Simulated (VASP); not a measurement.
Method: PBE GGA, VASP's PBE PAW potentials (set 64) (plane waves; VASP).

The input files of a VASP run:

**KPOINTS**
```
Automatic mesh
0
Gamma
1 1 1
0 0 0
```

### INCAR
```
SYSTEM = Ga31As31Si
PREC = Normal; ENCUT = 400; LREAL = Auto
LASPH = .TRUE.; ISYM = 0; NELECT = 253.0
EDIFF = 1E-5; NELM = 100; NELMIN = 4
ALGO = Fast; LMAXMIX = 4
ISMEAR = 0; SIGMA = 0.05
GGA = PE
ISPIN = 2; MAGMOM = 63*0.0159; NUPDOWN = 1
IBRION = 2; NSW = 70; ISIF = 2
EDIFFG = -0.03
LWAVE = .TRUE.; LCHARG = .FALSE.; LORBIT = 10
```

**POSCAR**
```
Ga31As31Si
1.0
 11.5222104216   0.0000000000   0.0000000000
  0.0000000000  11.5222104216   0.0000000000
  0.0000000000   0.0000000000  11.5222104216
Ga As Si
31 31 1
direct
  0.5000000000   0.0000000000   0.0000000000
  0.7500000000   0.2500000000   0.0000000000
  0.7500000000   0.0000000000   0.2500000000
  0.0000000000   0.0000000000   0.0000000000
  0.2500000000   0.2500000000   0.0000000000
  0.5000000000   0.5000000000   0.0000000000
  0.7500000000   0.7500000000   0.0000000000
  0.2500000000   0.0000000000   0.2500000000
  0.7500000000   0.5000000000   0.2500000000
  0.5000000000   0.0000000000   0.5000000000
  0.7500000000   0.2500000000   0.5000000000
  0.7500000000   0.0000000000   0.7500000000
  0.0000000000   0.5000000000   0.0000000000
  0.2500000000   0.7500000000   0.0000000000
  0.0000000000   0.2500000000   0.2500000000
  0.2500000000   0.5000000000   0.2500000000
  0.5000000000   0.7500000000   0.2500000000
  0.0000000000   0.0000000000   0.5000000000
  0.2500000000   0.2500000000   0.5000000000
  0.5000000000   0.5000000000   0.5000000000
  0.7500000000   0.7500000000   0.5000000000
  0.2500000000   0.0000000000   0.7500000000
  0.5000000000   0.2500000000   0.7500000000
  0.7500000000   0.5000000000   0.7500000000
  0.0000000000   0.7500000000   0.2500000000
  0.0000000000   0.5000000000   0.5000000000
  0.2500000000   0.7500000000   0.5000000000
  0.0000000000   0.2500000000   0.7500000000
  0.2500000000   0.5000000000   0.7500000000
  0.5000000000   0.7500000000   0.7500000000
  0.0000000000   0.7500000000   0.7500000000
  0.6206460000   0.1233160000   0.1290500000
  0.8750000000   0.3750000000   0.1250000000
  0.8750000000   0.1250000000   0.3750000000
  0.1250000000   0.1250000000   0.1250000000
  0.3763890000   0.3721860000   0.1234250000
  0.6250000000   0.6250000000   0.1250000000
  0.8750000000   0.8750000000   0.1250000000
  0.3794140000   0.1231230000   0.3746620000
  0.8750000000   0.6250000000   0.3750000000
  0.6250000000   0.1250000000   0.6250000000
  0.8750000000   0.3750000000   0.6250000000
  0.8750000000   0.1250000000   0.8750000000
  0.1250000000   0.6250000000   0.1250000000
  0.3750000000   0.8750000000   0.1250000000
  0.1250000000   0.3750000000   0.3750000000
  0.3750000000   0.6250000000   0.3750000000
  0.6250000000   0.8750000000   0.3750000000
  0.1250000000   0.1250000000   0.6250000000
  0.3750000000   0.3750000000   0.6250000000
  0.6250000000   0.6250000000   0.6250000000
  0.8750000000   0.8750000000   0.6250000000
  0.3750000000   0.1250000000   0.8750000000
  0.6250000000   0.3750000000   0.8750000000
  0.8750000000   0.6250000000   0.8750000000
  0.1250000000   0.8750000000   0.3750000000
  0.1250000000   0.6250000000   0.6250000000
  0.3750000000   0.8750000000   0.6250000000
  0.1250000000   0.3750000000   0.8750000000
  0.3750000000   0.6250000000   0.8750000000
  0.6250000000   0.8750000000   0.8750000000
  0.1250000000   0.8750000000   0.8750000000
  0.6270820000   0.3789260000   0.3721270000
```

POTCAR, in this order: Ga As Si (PBE.64 set). Program: vasp_gam.

The resulting files:

OSZICAR:
```
...
RMM:   7    -0.250845121080E+03   -0.35110E-05   -0.58480E-05   500   0.132E-02
   2 F= -.25084512E+03 E0= -.25082013E+03  d E =-.155406E+00  mag=     1.0000
       N       E                     dE             d eps       ncg     rms          rms(c)
DAV:   1    -0.250878437603E+03   -0.33320E-01   -0.15352E+00   688   0.218E+00    0.533E-01
RMM:   2    -0.250886419292E+03   -0.79817E-02   -0.10598E-01   640   0.577E-01    0.177E-01
RMM:   3    -0.250887819794E+03   -0.14005E-02   -0.15905E-02   665   0.230E-01    0.976E-02
RMM:   4    -0.250887918312E+03   -0.98518E-04   -0.24832E-03   668   0.910E-02    0.682E-02
RMM:   5    -0.250887927917E+03   -0.96054E-05   -0.62174E-04   642   0.458E-02    0.298E-02
RMM:   6    -0.250887953488E+03   -0.25571E-04   -0.19317E-04   658   0.233E-02    0.158E-02
RMM:   7    -0.250887955842E+03   -0.23539E-05   -0.33914E-05   448   0.103E-02
   3 F= -.25088796E+03 E0= -.25086296E+03  d E =-.198241E+00  mag=     1.0000
       N       E                     dE             d eps       ncg     rms          rms(c)
DAV:   1    -0.250937880196E+03   -0.49927E-01   -0.12198E+00   672   0.193E+00    0.392E-01
RMM:   2    -0.250943190265E+03   -0.53101E-02   -0.65171E-02   640   0.455E-01    0.153E-01
RMM:   3    -0.250944307164E+03   -0.11169E-02   -0.10526E-02   658   0.186E-01    0.882E-02
RMM:   4    -0.250944405831E+03   -0.98667E-04   -0.15412E-03   672   0.728E-02    0.648E-02
RMM:   5    -0.250944396632E+03    0.91997E-05   -0.44465E-04   643   0.394E-02    0.245E-02
RMM:   6    -0.250944409562E+03   -0.12931E-04   -0.11303E-04   615   0.188E-02    0.117E-02
RMM:   7    -0.250944409068E+03    0.49412E-06   -0.24249E-05   427   0.827E-03
   4 F= -.25094441E+03 E0= -.25092081E+03  d E =-.564532E-01  mag=     1.0000
       N       E                     dE             d eps       ncg     rms          rms(c)
DAV:   1    -0.250974203593E+03   -0.29794E-01   -0.32833E+00   640   0.316E+00    0.587E-01
RMM:   2    -0.250989528044E+03   -0.15324E-01   -0.17834E-01   640   0.749E-01    0.232E-01
RMM:   3    -0.250992231832E+03   -0.27038E-02   -0.27981E-02   656   0.306E-01    0.146E-01
RMM:   4    -0.250992437510E+03   -0.20568E-03   -0.40497E-03   659   0.120E-01    0.936E-02
RMM:   5    -0.250992451448E+03   -0.13938E-04   -0.97792E-04   646   0.603E-02    0.365E-02
RMM:   6    -0.250992485480E+03   -0.34032E-04   -0.27359E-04   673   0.294E-02    0.156E-02
RMM:   7    -0.250992486432E+03   -0.95140E-06   -0.61679E-05   506   0.135E-02
   5 F= -.25099249E+03 E0= -.25097337E+03  d E =-.104531E+00  mag=     1.0000
       N       E                     dE             d eps       ncg     rms          rms(c)
DAV:   1    -0.250993937913E+03   -0.14524E-02   -0.34843E-01   736   0.103E+00    0.181E-01
RMM:   2    -0.250995569261E+03   -0.16313E-02   -0.19235E-02   640   0.245E-01    0.704E-02
RMM:   3    -0.250995865724E+03   -0.29646E-03   -0.30900E-03   662   0.101E-01    0.470E-02
RMM:   4    -0.250995873597E+03   -0.78731E-05   -0.42926E-04   650   0.396E-02    0.248E-02
RMM:   5    -0.250995878634E+03   -0.50377E-05   -0.10515E-04   621   0.195E-02    0.107E-02
RMM:   6    -0.250995881239E+03   -0.26046E-05   -0.24938E-05   422   0.914E-03
   6 F= -.25099588E+03 E0= -.25097811E+03  d E =-.107925E+00  mag=     1.0000
       N       E                     dE             d eps       ncg     rms          rms(c)
DAV:   1    -0.251031899706E+03   -0.36021E-01   -0.24278E+00   640   0.249E+00    0.406E-01
RMM:   2    -0.251042461946E+03   -0.10562E-01   -0.12752E-01   640   0.545E-01    0.148E-01
RMM:   3    -0.251044934210E+03   -0.24723E-02   -0.22528E-02   684   0.230E-01    0.121E-01
RMM:   4    -0.251044891677E+03    0.42533E-04   -0.24374E-03   642   0.875E-02    0.661E-02
RMM:   5    -0.251044911662E+03   -0.19985E-04   -0.70356E-04   644   0.447E-02    0.290E-02
RMM:   6    -0.251044923976E+03   -0.12314E-04   -0.15194E-04   628   0.211E-02    0.161E-02
RMM:   7    -0.251044925282E+03   -0.13064E-05   -0.32471E-05   432   0.956E-03
   7 F= -.25104493E+03 E0= -.25102865E+03  d E =-.490440E-01  mag=     1.0000
       N       E                     dE             d eps       ncg     rms          rms(c)
DAV:   1    -0.251040405168E+03    0.45188E-02   -0.57034E+00   656   0.383E+00    0.660E-01
RMM:   2    -0.251065089376E+03   -0.24684E-01   -0.30859E-01   640   0.847E-01    0.225E-01
RMM:   3    -0.251071156401E+03   -0.60670E-02   -0.55132E-02   684   0.359E-01    0.192E-01
RMM:   4    -0.251071035021E+03    0.12138E-03   -0.59275E-03   641   0.134E-01    0.108E-01
RMM:   5    -0.251071083859E+03   -0.48838E-04   -0.17031E-03   644   0.681E-02    0.463E-02
RMM:   6    -0.251071108902E+03   -0.25044E-04   -0.35568E-04   678   0.323E-02    0.264E-02
RMM:   7    -0.251071113033E+03   -0.41304E-05   -0.78533E-05   526   0.151E-02
   8 F= -.25107111E+03 E0= -.25105587E+03  d E =-.752318E-01  mag=     1.0000
       N       E                     dE             d eps       ncg     rms          rms(c)
DAV:   1    -0.251079586101E+03   -0.84772E-02   -0.19204E+00   688   0.237E+00    0.423E-01
RMM:   2    -0.251089233110E+03   -0.96470E-02   -0.11708E-01   640   0.569E-01    0.138E-01
RMM:   3    -0.251091358785E+03   -0.21257E-02   -0.20360E-02   681   0.237E-01    0.106E-01
RMM:   4    -0.251091300730E+03    0.58055E-04   -0.22085E-03   642   0.895E-02    0.521E-02
RMM:   5    -0.251091321594E+03   -0.20864E-04   -0.61206E-04   646   0.450E-02    0.213E-02
RMM:   6    -0.251091328369E+03   -0.67752E-05   -0.12508E-04   612   0.205E-02    0.140E-02
RMM:   7    -0.251091329023E+03   -0.65397E-06   -0.32914E-05   443   0.969E-03
   9 F= -.25109133E+03 E0= -.25107605E+03  d E =-.202160E-01  mag=     1.0000
       N       E                     dE             d eps       ncg     rms          rms(c)
DAV:   1    -0.251091487063E+03   -0.15869E-03   -0.75670E-02   736   0.470E-01    0.841E-02
RMM:   2    -0.251091870783E+03   -0.38372E-03   -0.46329E-03   640   0.113E-01    0.276E-02
RMM:   3    -0.251091954873E+03   -0.84091E-04   -0.81418E-04   682   0.473E-02    0.208E-02
RMM:   4    -0.251091951578E+03    0.32956E-05   -0.89573E-05   558   0.180E-02
  10 F= -.25109195E+03 E0= -.25107666E+03  d E =-.208385E-01  mag=     1.0000
       N       E                     dE             d eps       ncg     rms          rms(c)
DAV:   1    -0.251095419938E+03   -0.34651E-02   -0.23274E-01   672   0.906E-01    0.185E-01
RMM:   2    -0.251096756097E+03   -0.13362E-02   -0.16816E-02   640   0.238E-01    0.616E-02
RMM:   3    -0.251096998504E+03   -0.24241E-03   -0.26320E-03   669   0.961E-02    0.375E-02
RMM:   4    -0.251097003097E+03   -0.45936E-05   -0.34808E-04   641   0.371E-02    0.161E-02
RMM:   5    -0.251097011504E+03   -0.84067E-05   -0.93180E-05   615   0.181E-02
  11 F= -.25109701E+03 E0= -.25108163E+03  d E =-.505993E-02  mag=     1.0000
       N       E                     dE             d eps       ncg     rms          rms(c)
DAV:   1    -0.251097059633E+03   -0.56536E-04   -0.42472E-03   720   0.123E-01    0.263E-02
RMM:   2    -0.251097088849E+03   -0.29217E-04   -0.34018E-04   640   0.339E-02    0.982E-03
RMM:   3    -0.251097095192E+03   -0.63422E-05   -0.57415E-05   497   0.142E-02    0.639E-03
RMM:   4    -0.251097095709E+03   -0.51739E-06   -0.75861E-06   384   0.543E-03
  12 F= -.25109710E+03 E0= -.25108171E+03  d E =-.514413E-02  mag=     1.0000
       N       E                     dE             d eps       ncg     rms          rms(c)
DAV:   1    -0.251098114506E+03   -0.10193E-02   -0.80263E-02   656   0.520E-01    0.100E-01
RMM:   2    -0.251098530011E+03   -0.41551E-03   -0.50828E-03   640   0.128E-01    0.328E-02
RMM:   3    -0.251098606602E+03   -0.76590E-04   -0.79895E-04   671   0.521E-02    0.209E-02
RMM:   4    -0.251098608180E+03   -0.15779E-05   -0.10625E-04   632   0.201E-02    0.881E-03
RMM:   5    -0.251098611124E+03   -0.29445E-05   -0.26469E-05   428   0.975E-03
  13 F= -.25109861E+03 E0= -.25108315E+03  d E =-.151541E-02  mag=     1.0000
```

OUTCAR:
```
------------------------ aborting loop because EDIFF is reached ----------------------------------------
  FORCE on cell =-STRESS in cart. coord.  units (eV):
  Direction    XX          YY          ZZ          XY          YZ          ZX
  --------------------------------------------------------------------------------------
  Total        4.9133388      4.8098564      4.7781012     -2.2070857     -2.0777622     -2.1420649
  in kB        5.1461197      5.0377346      5.0044749     -2.3116515     -2.1762011     -2.2435503
  external PRESSURE =       5.0627764 kB  Pullay stress =       0.0000000 kB
  volume of cell :     1529.70
      direct lattice vectors                 reciprocal lattice vectors
    11.522210422  0.000000000  0.000000000     0.086788903  0.000000000  0.000000000
     0.000000000 11.522210422  0.000000000     0.000000000  0.086788903  0.000000000
     0.000000000  0.000000000 11.522210422     0.000000000  0.000000000  0.086788903
  FREE ENERGIE OF THE ION-ELECTRON SYSTEM (eV)
  ---------------------------------------------------
  free  energy   TOTEN  =      -251.0986111240 eV

  energy  without entropy=     -251.0676981344  energy(sigma->0) =     -251.08315463

 total charge

# of ion       s       p       d       tot
------------------------------------------
    1        1.073   1.099   0.117   2.289
    2        1.070   1.127   0.122   2.319
    3        1.070   1.126   0.122   2.318
    4        1.066   1.134   0.124   2.324
    5        1.072   1.100   0.118   2.290
    6        1.070   1.127   0.122   2.319
    7        1.065   1.144   0.125   2.335
    8        1.072   1.101   0.118   2.291
    9        1.079   1.176   0.115   2.370
   10        1.070   1.127   0.122   2.319
   11        1.079   1.176   0.115   2.370
   12        1.065   1.144   0.125   2.335
   13        1.065   1.144   0.125   2.335
   14        1.066   1.134   0.124   2.324
   15        1.062   1.138   0.124   2.324
   16        1.070   1.128   0.122   2.320
   17        1.062   1.138   0.124   2.324
   18        1.065   1.144   0.125   2.335
   19        1.070   1.128   0.122   2.321
   20        1.079   1.175   0.114   2.369
   21        1.065   1.135   0.123   2.324
   22        1.066   1.134   0.124   2.324
   23        1.062   1.138   0.124   2.324
   24        1.065   1.136   0.124   2.324
   25        1.076   1.123   0.122   2.321
   26        1.065   1.136   0.124   2.324
   27        1.065   1.144   0.125   2.335
   28        1.076   1.124   0.122   2.322
   29        1.065   1.145   0.125   2.335
   30        1.076   1.123   0.122   2.321
   31        1.063   1.137   0.123   2.324
   32        1.255   1.485   0.022   2.762
   33        1.200   1.591   0.024   2.815
   34        1.200   1.591   0.024   2.815
   35        1.201   1.586   0.023   2.810
   36        1.254   1.486   0.022   2.763
   37        1.200   1.591   0.024   2.815
   38        1.205   1.585   0.024   2.814
   39        1.254   1.487   0.022   2.763
   40        1.211   1.564   0.024   2.799
   41        1.200   1.591   0.024   2.815
   42        1.211   1.564   0.024   2.799
   43        1.205   1.585   0.024   2.814
   44        1.205   1.585   0.024   2.814
   45        1.201   1.586   0.023   2.810
   46        1.200   1.589   0.024   2.812
   47        1.200   1.591   0.024   2.815
   48        1.200   1.588   0.024   2.812
   49        1.205   1.585   0.024   2.814
   50        1.200   1.591   0.024   2.815
   51        1.211   1.564   0.024   2.799
   52        1.203   1.586   0.024   2.813
   53        1.201   1.586   0.023   2.810
   54        1.200   1.588   0.024   2.812
   55        1.203   1.586   0.024   2.813
   56        1.207   1.577   0.024   2.809
   57        1.203   1.586   0.024   2.813
   58        1.205   1.585   0.024   2.814
   59        1.207   1.578   0.024   2.809
   60        1.205   1.585   0.024   2.814
   61        1.207   1.577   0.024   2.809
   62        1.203   1.588   0.024   2.815
   63        0.808   0.811   0.000   1.619
--------------------------------------------------
tot         71.404  84.807   4.521 160.732

 magnetization (x)

# of ion       s       p       d       tot
------------------------------------------
    1       -0.001   0.001   0.002   0.002
    2       -0.000   0.006   0.003   0.008
    3       -0.000   0.006   0.003   0.008
    4       -0.000   0.001   0.002   0.002
    5       -0.001   0.001   0.002   0.002
    6       -0.000   0.006   0.003   0.008
    7       -0.001   0.002   0.002   0.003
    8       -0.001   0.001   0.002   0.002
    9       -0.000   0.005   0.002   0.007
   10       -0.000   0.006   0.003   0.008
   11       -0.000   0.005   0.002   0.006
   12       -0.001   0.002   0.002   0.003
   13       -0.001   0.002   0.002   0.003
   14       -0.000   0.001   0.002   0.002
   15        0.000   0.000   0.001   0.002
   16       -0.000   0.005   0.003   0.008
   17        0.000   0.000   0.001   0.002
   18       -0.001   0.002   0.002   0.003
...
```
(Selected blocks of OUTCAR.)

File CONTCAR:
```
Ga31As31Si
   1.00000000000000
    11.5222104216000005    0.0000000000000000    0.0000000000000000
     0.0000000000000000   11.5222104216000005    0.0000000000000000
     0.0000000000000000    0.0000000000000000   11.5222104216000005
  Ga              As              Si
    31    31     1
Direct
     0.5051985225685762    0.0057234649593055    0.0058435065419645
     0.7460045646387979    0.2437768452332354    0.0036824222957385
     0.7459625875179587    0.0035224023537861    0.2439084547611920
     0.0013391795453756    0.0009417778857515    0.0010727519419828
     0.2558641949512289    0.2551099974637434    0.0056720731388746
     0.4939634543349518    0.4960947374486958    0.0035475045783559
     0.7493676551405665    0.7504583716841123    0.9991317814662115
     0.2558775334514506    0.0056197362411299    0.2550795816243543
     0.7457342895940433    0.4956805149314715    0.2451512291487770
     0.4940202629019838    0.0033541687602731    0.4961251750919408
     0.7457440226390287    0.2451964418209660    0.4954248738306870
     0.7494808325005075    0.9995816132719346    0.7501963595586593
     0.0003586721043686    0.4991189088454462    0.9991810401723451
     0.2510214223929691    0.7510787263917377    0.0010232014496370
     0.0008499327965945    0.2505506550796634    0.2506108534270533
     0.2535110280955520    0.4961198441879500    0.2437750498611676
     0.5006804489576464    0.7505696842519743    0.2505854760842997
     0.0003051227994452    0.9994287755434524    0.4992867257851952
     0.2534092119835320    0.2438069883404901    0.4962617431973991
     0.4954477097420131    0.4956738073818248    0.4954236525483425
     0.7484980879505737    0.7496204650301231    0.4983800939567162
     0.2510953959444147    0.0009615230002348    0.7512225333743957
     0.5007022087463922    0.2506009474857152    0.7506608128157304
     0.7483996024335109    0.4981136990039289    0.7499137817158499
     0.9992645187291351    0.7492765649835673    0.2493549785151936
     0.0001258971204365    0.4981768366392841    0.4982805836129746
     0.2493647556146245    0.7501816793762878    0.4991634580885213
     0.9991228106365694    0.2495451621377495    0.7493156994908926
     0.2495903782985784    0.4991093703568403    0.7499714965016419
     0.4994248325206401    0.7492098543371907    0.7493432453412332
     0.9998586049907481    0.7497323076854967    0.7497677527269204
     0.6160438719815012    0.1377259204868310    0.1378234323673035
     0.8751859071675995    0.3729160517393219    0.1222377699392076
     0.8751581291991671    0.1221969848949036    0.3729443970449574
     0.1271393839289775    0.1257658007916951    0.1258388940380208
     0.3874319232812254    0.3663540314971770    0.1374560817101030
     0.6231109561259853    0.6251911250984209    0.1221479425595174
     0.8750774777822763    0.8749281929962675    0.1243241672321693
     0.3872056292044838    0.1371689245801566    0.3666700638840362
     0.8730377865467718    0.6227388541190008    0.3740888810745215
     0.6230817984792999    0.1223145656993699    0.6250351348746925
     0.8728855486772786    0.3740714598411468    0.6227551471953031
     0.8751214315729652    0.1243889379110700    0.8750130147611209
     0.1247900266248669    0.6250246524733196    0.1242877771580912
     0.3758335817723158    0.8768503525041902    0.1257752424421673
     0.1269175097505106    0.3746085727023447    0.3746972529302031
     0.3722563242225882    0.6250414594053348    0.3729284228218741
     0.6248050969923720    0.8764640913614340    0.3747972598663962
     0.1248243372020963    0.1243586130520918    0.6252676954024038
     0.3724645014932712    0.3729579603590003    0.6249319530624067
     0.6241266475739482    0.6227882248287623    0.6230552309605311
     0.8744792060058605    0.8743661756991684    0.6244228515498648
     0.3759121059350055    0.1257573525189377    0.8769672571934995
     0.6247223986594221    0.3746061571187047    0.8768029715840364
     0.8744756664232506    0.6243835376798694    0.8743528764902516
     0.1251708399409938    0.8751903755458571    0.3744700834487974
     0.1244398289166912    0.6243885072130027    0.6243999986270354
     0.3742989840420973    0.8747944967118751    0.6251344298641710
     0.1252962154567843    0.3744308292441755    0.8749932688647560
     0.3742985536518951    0.6249815884773178    0.8748566218146068
     0.6245523989058552    0.8753280912507324    0.8750429878652516
     0.1253442454464499    0.8752858057292042    0.8753353722473647
     0.6344549453939811    0.3842474343559551    0.3840516264810867
```

The cell is charged, with a uniform compensating background. The supercell is sampled at Γ alone, which is coarse: total energies, pressure and levels can be off, energies of defects by several tenths of an eV.

The cell is a supercell with a defect, built from GaAs (zinc blende): Si_As-vac_Ga, charge -1.
